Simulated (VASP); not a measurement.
OSZICAR of a VASP run on B$_{31}$N$_{31}$O:

File OSZICAR:
```
       N       E                     dE             d eps       ncg     rms          rms(c)
DAV:   1    -0.633972031036E+03   -0.63397E+03   -0.76447E+00   320   0.838E+00    0.266E+00
DAV:   2    -0.634003784676E+03   -0.31754E-01   -0.14062E-01   360   0.993E-01    0.174E+00
DAV:   3    -0.633984480702E+03    0.19304E-01   -0.33159E-02   376   0.533E-01    0.973E-01
DAV:   4    -0.633981428312E+03    0.30524E-02   -0.22467E-02   368   0.289E-01    0.859E-01
DAV:   5    -0.633975202802E+03    0.62255E-02   -0.60812E-02   416   0.783E-01    0.589E-01
DAV:   6    -0.633983169227E+03   -0.79664E-02   -0.14094E-01   360   0.693E-01    0.154E+00
DAV:   7    -0.633973363109E+03    0.98061E-02   -0.24843E-01   416   0.169E+00    0.203E+00
DAV:   8    -0.633962728437E+03    0.10635E-01   -0.10697E+00   384   0.259E+00    0.183E+00
DAV:   9    -0.634005099647E+03   -0.42371E-01   -0.58081E-01   376   0.194E+00    0.344E+00
DAV:  10    -0.633949875336E+03    0.55224E-01   -0.32514E+00   408   0.431E+00    0.472E+00
DAV:  11    -0.634013276313E+03   -0.63401E-01   -0.50906E+00   376   0.542E+00    0.590E+00
DAV:  12    -0.633756667626E+03    0.25661E+00   -0.41931E+00   376   0.657E+00    0.378E+00
DAV:  13    -0.634448214945E+03   -0.69155E+00   -0.86380E+00   352   0.520E+00    0.728E+00
DAV:  14    -0.633974339337E+03    0.47388E+00   -0.13326E+01   392   0.837E+00    0.756E+00
DAV:  15    -0.633829755465E+03    0.14458E+00   -0.95217E+00   368   0.844E+00    0.578E+00
DAV:  16    -0.634001467331E+03   -0.17171E+00   -0.55787E+00   360   0.686E+00    0.492E+00
DAV:  17    -0.634460818585E+03   -0.45935E+00   -0.11614E+01   376   0.648E+00    0.759E+00
DAV:  18    -0.633974245410E+03    0.48657E+00   -0.13742E+01   384   0.866E+00    0.752E+00
DAV:  19    -0.633792824060E+03    0.18142E+00   -0.85530E+00   360   0.837E+00    0.528E+00
DAV:  20    -0.634113389034E+03   -0.32056E+00   -0.58997E+00   352   0.654E+00    0.537E+00
DAV:  21    -0.634459849036E+03   -0.34646E+00   -0.13267E+01   384   0.689E+00    0.796E+00
DAV:  22    -0.633856933862E+03    0.60292E+00   -0.13019E+01   384   0.887E+00    0.701E+00
DAV:  23    -0.633864612407E+03   -0.76785E-02   -0.74809E+00   360   0.792E+00    0.514E+00
DAV:  24    -0.634160823100E+03   -0.29621E+00   -0.62261E+00   360   0.649E+00    0.566E+00
DAV:  25    -0.634446152466E+03   -0.28533E+00   -0.14684E+01   376   0.721E+00    0.837E+00
DAV:  26    -0.633722718859E+03    0.72343E+00   -0.12186E+01   400   0.910E+00    0.623E+00
DAV:  27    -0.634006713318E+03   -0.28399E+00   -0.68586E+00   360   0.728E+00    0.530E+00
DAV:  28    -0.634168776519E+03   -0.16206E+00   -0.64506E+00   384   0.659E+00    0.576E+00
DAV:  29    -0.634413092614E+03   -0.24432E+00   -0.15067E+01   384   0.738E+00    0.861E+00
DAV:  30    -0.633607838718E+03    0.80525E+00   -0.11188E+01   408   0.918E+00    0.542E+00
DAV:  31    -0.634156485019E+03   -0.54865E+00   -0.68767E+00   360   0.667E+00    0.560E+00
DAV:  32    -0.634155750649E+03    0.73437E-03   -0.65987E+00   408   0.680E+00    0.575E+00
DAV:  33    -0.634378820678E+03   -0.22307E+00   -0.14742E+01   384   0.740E+00    0.869E+00
DAV:  34    -0.633534948728E+03    0.84387E+00   -0.10295E+01   408   0.912E+00    0.476E+00
DAV:  35    -0.634268585559E+03   -0.73364E+00   -0.72108E+00   360   0.618E+00    0.588E+00
DAV:  36    -0.634148107462E+03    0.12048E+00   -0.68879E+00   392   0.699E+00    0.577E+00
DAV:  37    -0.634339333592E+03   -0.19123E+00   -0.14163E+01   368   0.745E+00    0.866E+00
DAV:  38    -0.633496175190E+03    0.84316E+00   -0.94937E+00   400   0.903E+00    0.430E+00
DAV:  39    -0.634343250453E+03   -0.84708E+00   -0.76524E+00   352   0.586E+00    0.611E+00
DAV:  40    -0.634159938222E+03    0.18331E+00   -0.76493E+00   384   0.717E+00    0.594E+00
DAV:  41    -0.634283380500E+03   -0.12344E+00   -0.13600E+01   360   0.762E+00    0.853E+00
DAV:  42    -0.633490457468E+03    0.79292E+00   -0.87162E+00   392   0.889E+00    0.400E+00
DAV:  43    -0.634390995544E+03   -0.90054E+00   -0.80664E+00   352   0.564E+00    0.634E+00
DAV:  44    -0.634189550467E+03    0.20145E+00   -0.92747E+00   408   0.744E+00    0.637E+00
DAV:  45    -0.634188263223E+03    0.12872E-02   -0.12955E+01   368   0.789E+00    0.820E+00
DAV:  46    -0.633535756252E+03    0.65251E+00   -0.77760E+00   400   0.864E+00    0.388E+00
DAV:  47    -0.634420022073E+03   -0.88427E+00   -0.84613E+00   352   0.557E+00    0.664E+00
DAV:  48    -0.634211732017E+03    0.20829E+00   -0.11815E+01   408   0.780E+00    0.703E+00
DAV:  49    -0.634043145596E+03    0.16859E+00   -0.12197E+01   368   0.831E+00    0.754E+00
DAV:  50    -0.633659802734E+03    0.38334E+00   -0.65759E+00   376   0.816E+00
   1 F= -.63365980E+03 E0= -.63365980E+03  d E =-.633156E-05
```

### Question
Which electronic solver shows in the log?

### Answer
It is blocked Davidson (ALGO = Normal, or the opening steps of other solvers). The INCAR had ALGO = Normal.

### Question
Can the final energy be trusted as converged?

### Answer
Convergence was not reached. It stopped with EDIFF = 1E-5, NELM = 50 (HSE06 screened hybrid, plane waves, VASP's PBE PAW potentials (set 64)).  The supercell is sampled at Γ alone, which is coarse: total energies, pressure and levels can be off, energies of defects by several tenths of an eV.

The cell is a supercell with a defect, built from BN (zinc blende): O_N-vac_B. The cell's shape comes from a PBE relaxation. The run is not spin-polarised, so no state with unpaired spins was tried.
